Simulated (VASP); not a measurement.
```yaml
crystal:
  lattice:
    - [3.24507, 0.00000, 0.00000]
    - [0.00000, 3.24507, 0.00000]
    - [0.00000, 0.00000, 3.24507]
  atoms:
    - { symbol: In, position: [0.50000, 0.50000, 0.50000] }
    - { symbol: Pd, position: [0.00000, 0.00000, 0.00000] }
```

Level of theory: PW91 GGA, VASP's PBE PAW potentials (set 64) (plane waves; VASP). Numerical set-up: 520 eV cut-off, 11×11×11 Γ-centred mesh, first-order Methfessel-Paxton smearing of 0.10 eV, potentials In_d Pd.

Question: Give the stress tensor in GPa (positive for a compressed cell).

Answer: 
```
7.62  0.00  0.00
0.00  7.62  0.00
0.00  0.00  7.62
```
The pressure is its mean diagonal, 7.62 GPa.

The compound is PdIn in the CsCl type structure. This cell is one point of a volume scan, at 0.94 of the reference volume. The electron count is odd and the run is not spin-polarised, which forces a metal.
